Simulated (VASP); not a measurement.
Equation of state of Mg3Hf under PBE

```xyz
4
Lattice="4.4334 0.0000 0.0000 0.0000 4.4334 0.0000 0.0000 0.0000 4.4334" Properties=species:S:1:pos:R:3 pbc="T T T"
Hf    0.0000    0.0000    0.0000
Mg    0.0000    2.2167    2.2167
Mg    2.2167    0.0000    2.2167
Mg    2.2167    2.2167    0.0000
```

The cell comes from a database or a generator and needn't be the stable form of this composition.

The cell was scaled at fixed shape and fractions and run with VASP, PBE PAW files Hf_pv, Mg, 520 eV; PBE, k mesh 6 × 6 × 6 on the cell of 4 atoms, fermi-dirac occupations of 0.05 eV, no spin polarisation, no spin-orbit coupling. Energies are those that the program minimises, any entropy of the smearing included. For a metal such a mesh isn't converged to the digits shown.

```csv
V (Å³/atom),energy over the lowest row (meV/atom)
20.4772,14.999
20.9129,6.357
21.3486,?
21.7843,0.000
22.2200,1.619
22.6557,6.040
23.0914,12.999
```

Fit the third-order Birch-Murnaghan form, give V0, B0 and B′, and predict the energy left open.

With y = (V0/V)^(2/3), E = E0 + (9 V0 B0/16) [(y - 1)³ B′ + (y - 1)² (6 - 4y)]. Least squares through the rows shown give V0 = 21.7670 Å³/atom, E0 = -0.001 meV, B0 = 56.94 GPa (1 eV/Å³ = 160.218 GPa) and B′ = 3.89, with a largest miss of 0.002 meV. At V = 21.3486 the form with these constants gives 1.474 meV; the run gave 1.474 meV an atom.
